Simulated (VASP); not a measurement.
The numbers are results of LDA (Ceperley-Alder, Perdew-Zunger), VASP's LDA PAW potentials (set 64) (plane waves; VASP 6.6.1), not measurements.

The input files of a VASP run:

**INCAR**
```
! general
SYSTEM   =  Ge
PREC     =  Accurate
ENCUT    =  500
LREAL    =  .FALSE.
LASPH    =  .TRUE.

! electronic loop
EDIFF    =  1E-6
NELM     =  100
ALGO     =  Normal
LMAXMIX  =  4

! smearing
ISMEAR   =  0
SIGMA    =  0.05

! ions
IBRION   =  2
NSW      =  40
ISIF     =  3
EDIFFG   =  -0.02
PSTRESS  =  100

! output
LWAVE    =  .FALSE.
LCHARG   =  .FALSE.
```

**POSCAR**
```
Ge
1
    0.0000000000     2.7571159037     2.7571159037
    2.7571159037     0.0000000000     2.7571159037
    2.7571159037     2.7571159037     0.0000000000
Ge
2
Direct
  0.0000000000   0.0000000000   0.0000000000
  0.2500000000   0.2500000000   0.2500000000
```

**KPOINTS**
```
kpoints
0
G
8 8 8
```

POTCAR, in this order: Ge_d (LDA.64 set). Program: vasp_std.

Output

**OUTCAR**
```
 ion  position               nearest neighbor table
   1  0.000  0.000  0.000-   2 2.39   2 2.39   2 2.39   2 2.39
   2  0.250  0.250  0.250-   1 2.39   1 2.39   1 2.39   1 2.39
  LATTYP: Found a face centered cubic cell.
 ALAT       =     5.5142318074
 Subroutine PRICEL returns:
 Original cell was already a primitive cell.
 Subroutine GETGRP returns: Found 48 space group operations
The static configuration has the point symmetry T_d .
 The point group associated with its full space group is O_h .
The dynamic configuration has the point symmetry T_d .
 Subroutine INISYM returns: Found 48 space group operations
 Subroutine IBZKPT returns following result:
 Found     29 irreducible k-points:

 Following reciprocal coordinates:
            Coordinates               Weight
  0.000000  0.000000  0.000000      1.000000
  0.125000  0.000000  0.000000      8.000000
  0.250000  0.000000  0.000000      8.000000
  0.375000  0.000000  0.000000      8.000000
  0.500000  0.000000  0.000000      4.000000
  0.125000  0.125000  0.000000      6.000000
  0.250000  0.125000  0.000000     24.000000
  0.375000  0.125000  0.000000     24.000000
  0.500000  0.125000  0.000000     24.000000
 -0.375000  0.125000  0.000000     24.000000
 -0.250000  0.125000  0.000000     24.000000
 -0.125000  0.125000  0.000000     12.000000
  0.250000  0.250000  0.000000      6.000000
  0.375000  0.250000  0.000000     24.000000
  0.500000  0.250000  0.000000     24.000000
 -0.375000  0.250000  0.000000     24.000000
 -0.250000  0.250000  0.000000     12.000000
  0.375000  0.375000  0.000000      6.000000
  0.500000  0.375000  0.000000     24.000000
 -0.375000  0.375000  0.000000     12.000000
  0.500000  0.500000  0.000000      3.000000
  0.375000  0.250000  0.125000     24.000000
  0.500000  0.250000  0.125000     48.000000
 -0.375000  0.250000  0.125000     24.000000
  0.500000  0.375000  0.125000     24.000000
 -0.375000  0.375000  0.125000     48.000000
 -0.250000  0.375000  0.125000     24.000000
 -0.375000  0.500000  0.125000     12.000000
 -0.250000  0.500000  0.250000      6.000000
   k-points           NKPTS =     29   k-points in BZ     NKDIM =     29   number of bands    NBANDS=     18
   number of dos      NEDOS =    301   number of ions     NIONS =      2
   total plane-waves  NPLWV =  21952
   dimension x,y,z NGX =    28 NGY =   28 NGZ =   28
   dimension x,y,z NGXF=    56 NGYF=   56 NGZF=   56
   ions per type =               2
   PREC   = accura    normal or accurate (medium, high low for compatibility)
   ISTART =      0    job   : 0-new  1-cont  2-samecut
   ICHARG =      2    charge: 1-file 2-atom 10-const
   ISPIN  =      1    spin polarized calculation?
   LNONCOLLINEAR =      F non collinear calculations
   LSORBIT =      F    spin-orbit coupling
   INIWAV =      1    electr: 0-lowe 1-rand  2-diag
   ENCUT  =  500.0 eV  36.75 Ry    6.06 a.u.   7.11  7.11  7.11*2*pi/ulx,y,z
   NELM   =    100;   NELMIN=  2; NELMDL= -5     # of ELM steps
   EDIFF  = 0.1E-05   stopping-criterion for ELM
   LREAL  =      F    real-space projection
   NLSPLINE    = F    spline interpolate recip. space projectors
   LMAXMIX     =    4 max onsite mixed and CHGCAR
   VOSKOWN=      0    Vosko Wilk Nusair interpolation
   EDIFFG = -.2E-01   stopping-criterion for IOM
   NSW    =     40    number of steps for IOM
   NBLOCK =      1;   KBLOCK =     40    inner block; outer block
   IBRION =      2    ionic relax: 0-MD 1-quasi-New 2-CG
   NFREE  =      1    steps in history (QN), initial steepest desc. (CG)
   ISIF   =      3    stress and relaxation
   ISYM   =      2    0-nonsym 1-usesym 2-fastsym
   TEIN   =    0.0    initial temperature
   TEBEG  =    0.0;   TEEND  =   0.0 temperature during run
...
```

File OSZICAR:
```
       N       E                     dE             d eps       ncg     rms          rms(c)
DAV:   1     0.160836648043E+03    0.16084E+03   -0.15167E+04  1090   0.422E+03
DAV:   2     0.925622595878E+01   -0.15158E+03   -0.14929E+03  1046   0.557E+02
DAV:   3    -0.996677692073E+01   -0.19223E+02   -0.19032E+02  1154   0.142E+02
DAV:   4    -0.105460326367E+02   -0.57926E+00   -0.57842E+00  1200   0.285E+01
DAV:   5    -0.105555191271E+02   -0.94865E-02   -0.94855E-02  1170   0.379E+00    0.366E+00
DAV:   6    -0.104132320958E+02    0.14229E+00   -0.53608E-02  1118   0.183E+00    0.211E+00
DAV:   7    -0.103421646582E+02    0.71067E-01   -0.11413E-01  1122   0.244E+00    0.149E-01
DAV:   8    -0.103428657181E+02   -0.70106E-03   -0.57341E-03  1154   0.872E-01    0.485E-02
DAV:   9    -0.103428641739E+02    0.15442E-05   -0.13780E-04  1210   0.131E-01    0.181E-02
DAV:  10    -0.103428611237E+02    0.30502E-05   -0.13141E-05  1274   0.571E-02    0.477E-03
DAV:  11    -0.103428606307E+02    0.49299E-06   -0.19910E-06   884   0.999E-03
   1 F= -.77265791E+01 E0= -.77265790E+01  d E =-.772658E+01
       N       E                     dE             d eps       ncg     rms          rms(c)
DAV:   1    -0.131848347160E+02   -0.28420E+01   -0.37250E+01  1376   0.117E+02    0.108E+01
DAV:   2    -0.108460818392E+02    0.23388E+01   -0.36365E+00  1346   0.483E+01    0.506E+00
DAV:   3    -0.101538352470E+02    0.69225E+00   -0.85969E-01  1380   0.186E+01    0.153E+00
DAV:   4    -0.100943381560E+02    0.59497E-01   -0.90948E-02  1324   0.569E+00    0.427E-01
DAV:   5    -0.100935559665E+02    0.78219E-03   -0.23540E-03  1246   0.625E-01    0.191E-01
DAV:   6    -0.100935071482E+02    0.48818E-04   -0.11893E-04  1546   0.115E-01    0.304E-03
DAV:   7    -0.100935073288E+02   -0.18059E-06   -0.24752E-06   944   0.159E-02
   2 F= -.77213245E+01 E0= -.77213234E+01  d E =0.525454E-02
       N       E                     dE             d eps       ncg     rms          rms(c)
DAV:   1    -0.110596653992E+02   -0.96616E+00   -0.11785E+01  1382   0.806E+01    0.523E+00
DAV:   2    -0.104636936005E+02    0.59597E+00   -0.78397E-01  1346   0.188E+01    0.262E+00
DAV:   3    -0.102690292198E+02    0.19466E+00   -0.34742E-01  1378   0.113E+01    0.591E-01
DAV:   4    -0.102557335404E+02    0.13296E-01   -0.36193E-02  1338   0.408E+00    0.186E-01
DAV:   5    -0.102555884394E+02    0.14510E-03   -0.24006E-03  1330   0.960E-01    0.123E-01
DAV:   6    -0.102555332334E+02    0.55206E-04   -0.33387E-04  1308   0.395E-01    0.377E-03
DAV:   7    -0.102555337000E+02   -0.46658E-06   -0.17576E-05  1464   0.612E-02    0.811E-04
DAV:   8    -0.102555336677E+02    0.32359E-07   -0.43265E-07   614   0.135E-02
   3 F= -.77594048E+01 E0= -.77594047E+01  d E =-.328257E-01
       N       E                     dE             d eps       ncg     rms          rms(c)
DAV:   1    -0.102525657847E+02    0.29679E-02   -0.91619E-03  1376   0.207E+00    0.153E-01
DAV:   2    -0.102520650916E+02    0.50069E-03   -0.68540E-04  1340   0.578E-01    0.754E-02
DAV:   3    -0.102519061742E+02    0.15892E-03   -0.25503E-04  1384   0.309E-01    0.190E-02
DAV:   4    -0.102518948451E+02    0.11329E-04   -0.31547E-05  1332   0.120E-01    0.402E-03
DAV:   5    -0.102518945218E+02    0.32324E-06   -0.26599E-06   754   0.355E-02
   4 F= -.77594149E+01 E0= -.77594149E+01  d E =-.328359E-01
       N       E                     dE             d eps       ncg     rms          rms(c)
DAV:   1    -0.102632840924E+02   -0.11389E-01   -0.46023E-02  1376   0.467E+00    0.342E-01
DAV:   2    -0.102607887262E+02    0.24954E-02   -0.34155E-03  1338   0.128E+00    0.168E-01
DAV:   3    -0.102599953067E+02    0.79342E-03   -0.12909E-03  1384   0.694E-01    0.420E-02
DAV:   4    -0.102599384079E+02    0.56899E-04   -0.15815E-04  1336   0.270E-01    0.900E-03
DAV:   5    -0.102599370388E+02    0.13690E-05   -0.14321E-05  1166   0.798E-02    0.709E-03
DAV:   6    -0.102599368826E+02    0.15624E-06   -0.98323E-07   560   0.222E-02
   5 F= -.77593058E+01 E0= -.77593058E+01  d E =0.109121E-03
       N       E                     dE             d eps       ncg     rms          rms(c)
DAV:   1    -0.102558024034E+02    0.41346E-02   -0.26134E-02  1376   0.349E+00    0.259E-01
DAV:   2    -0.102543747965E+02    0.14276E-02   -0.19598E-03  1338   0.978E-01    0.127E-01
DAV:   3    -0.102539221164E+02    0.45268E-03   -0.72490E-04  1384   0.521E-01    0.321E-02
DAV:   4    -0.102538896505E+02    0.32466E-04   -0.88986E-05  1336   0.202E-01    0.681E-03
DAV:   5    -0.102538887776E+02    0.87297E-06   -0.78750E-06  1076   0.591E-02
   6 F= -.77594172E+01 E0= -.77594172E+01  d E =-.231887E-05
       N       E                     dE             d eps       ncg     rms          rms(c)
DAV:   1    -0.102565419542E+02   -0.26523E-02   -0.38790E-03  1380   0.135E+00    0.100E-01
DAV:   2    -0.102563273730E+02    0.21458E-03   -0.29519E-04  1340   0.378E-01    0.493E-02
DAV:   3    -0.102562592303E+02    0.68143E-04   -0.10991E-04  1384   0.203E-01    0.124E-02
DAV:   4    -0.102562542823E+02    0.49480E-05   -0.13311E-05  1320   0.784E-02    0.264E-03
DAV:   5    -0.102562541531E+02    0.12920E-06   -0.10888E-06   528   0.229E-02
   7 F= -.77593952E+01 E0= -.77593952E+01  d E =0.197213E-04
       N       E                     dE             d eps       ncg     rms          rms(c)
DAV:   1    -0.102550829319E+02    0.11714E-02   -0.11003E-03  1378   0.716E-01    0.533E-02
DAV:   2    -0.102550223574E+02    0.60574E-04   -0.83495E-05  1338   0.202E-01    0.261E-02
DAV:   3    -0.102550033386E+02    0.19019E-04   -0.31024E-05  1344   0.108E-01    0.654E-03
DAV:   4    -0.102550019434E+02    0.13953E-05   -0.34103E-06   872   0.414E-02    0.113E-03
DAV:   5    -0.102550019243E+02    0.19094E-07   -0.39654E-07   522   0.124E-02
   8 F= -.77594102E+01 E0= -.77594102E+01  d E =0.473170E-05
```

File OUTCAR:
```
------------------------ aborting loop because EDIFF is reached ----------------------------------------
  FORCE on cell =-STRESS in cart. coord.  units (eV):
  Direction    XX          YY          ZZ          XY          YZ          ZX
  --------------------------------------------------------------------------------------
  Total        2.4768666      2.4768666      2.4768666      0.0000000      0.0000000      0.0000000
  in kB       99.2496728     99.2496728     99.2496728      0.0000000      0.0000000      0.0000000
  external PRESSURE =      -0.7503272 kB  Pullay stress =     100.0000000 kB
  volume of cell :       39.98
      direct lattice vectors                 reciprocal lattice vectors
     0.000000000  2.714051237  2.714051237    -0.184226441  0.184226441  0.184226441
     2.714051237  0.000000000  2.714051237     0.184226441 -0.184226441  0.184226441
     2.714051237  2.714051237  0.000000000     0.184226441  0.184226441 -0.184226441
 POSITION                                       TOTAL-FORCE (eV/Angst)
 -----------------------------------------------------------------------------------
      2.71405      0.00000      2.71405         0.000000      0.000000      0.000000
      1.35703      1.35703      1.35703         0.000000     -0.000000     -0.000000
 -----------------------------------------------------------------------------------
    total drift:                                0.000000      0.000000      0.000000
  FREE ENERGIE OF THE ION-ELECTRON SYSTEM (eV)
  ---------------------------------------------------
  free  energy   TOTEN  =       -10.2550019243 eV

  energy  without entropy=      -10.2550019041  energy(sigma->0) =      -10.25500191
  enthalpy is  TOTEN    =        -7.7594101823 eV   P V=        2.4955917419

 reached required accuracy - stopping structural energy minimisation
```
(Selected blocks of OUTCAR.)

CONTCAR:
```
Ge
   1.00000000000000
     0.0000000000000000    2.7140512370009522    2.7140512370009522
     2.7140512370009522    0.0000000000000000    2.7140512370009522
     2.7140512370009522    2.7140512370009522    0.0000000000000000
  Ge
     2
Direct
     0.0000000000000000    1.0000000000000000    0.0000000000000000
     0.2500000000000000    0.2500000000000000    0.2500000000000000
```

Energy and stress use the plane-wave basis of the starting cell.

The compound is Ge in the diamond structure. This run relaxes it under an external pressure of 10 GPa. Symmetry was kept, so distortions that lower it aren't found.
